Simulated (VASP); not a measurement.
VASP ran on this input.

### KPOINTS
```
Automatic mesh
0
Gamma
11 11 10
0 0 0
```

### INCAR
```
SYSTEM = WC
PREC = Accurate
ENCUT = 520
EDIFF = 1E-6
NELM = 100
ALGO = Normal
LREAL = .FALSE.
LASPH = .TRUE.
ISMEAR = 1
SIGMA = 0.1
GGA = PE
LMAXMIX = 6
LWAVE = .FALSE.
LCHARG = .FALSE.
ISIF = 2
ISPIN = 2
MAGMOM = 1.0 1.0 1.0 1.0
```

POSCAR:
```
WC
1
    1.4550000000    -2.5201340000     0.0000000000
    1.4550000000     2.5201340000     0.0000000000
    0.0000000000     0.0000000000     2.8400000000
W C
1 1
Direct
  0.0000000000   0.0000000000   0.0000000000
  0.3333330000   0.6666670000   0.5000000000
```

POTCAR, in this order: W_sv C (PBE.64 set). Program: vasp_std.

**Question.** One choice in this input is risky. Which, and does it do harm here?

**Answer.** The risk: MAGMOM holds more values than there are atoms. Here it does no harm: the run (PBE GGA, plane waves, VASP's PBE PAW potentials (set 64)) converges to the same energy and pressure as with the safe setting.
File OSZICAR:
```
       N       E                     dE             d eps       ncg     rms          rms(c)
DAV:   1     0.112236459792E+03    0.11224E+03   -0.96044E+03  5376   0.143E+03
DAV:   2    -0.213270822790E+02   -0.13356E+03   -0.12999E+03  6348   0.368E+02
DAV:   3    -0.249686028944E+02   -0.36415E+01   -0.36114E+01  6090   0.571E+01
DAV:   4    -0.249964376779E+02   -0.27835E-01   -0.27831E-01  6228   0.543E+00
DAV:   5    -0.249966260863E+02   -0.18841E-03   -0.18841E-03  6024   0.465E-01    0.328E+01
DAV:   6    -0.224934882266E+02    0.25031E+01   -0.75002E+00  6258   0.293E+01    0.875E+00
DAV:   7    -0.224720966593E+02    0.21392E-01   -0.39331E-01  5550   0.551E+00    0.625E+00
DAV:   8    -0.224491365093E+02    0.22960E-01   -0.61789E-02  6096   0.219E+00    0.175E+00
DAV:   9    -0.224460076242E+02    0.31289E-02   -0.30200E-03  5838   0.569E-01    0.440E-01
DAV:  10    -0.224459485282E+02    0.59096E-04   -0.61028E-04  6252   0.194E-01    0.122E-01
DAV:  11    -0.224459284849E+02    0.20043E-04   -0.15304E-04  6312   0.148E-01    0.693E-02
DAV:  12    -0.224459348300E+02   -0.63451E-05   -0.18938E-05  6024   0.499E-02    0.118E-02
DAV:  13    -0.224459348814E+02   -0.51360E-07   -0.12603E-06  3204   0.135E-02
   1 F= -.22445935E+02 E0= -.22445974E+02  d E =0.118364E-03  mag=     0.0001
```

The compound is WC in the wc structure. The cell was not relaxed at this level.
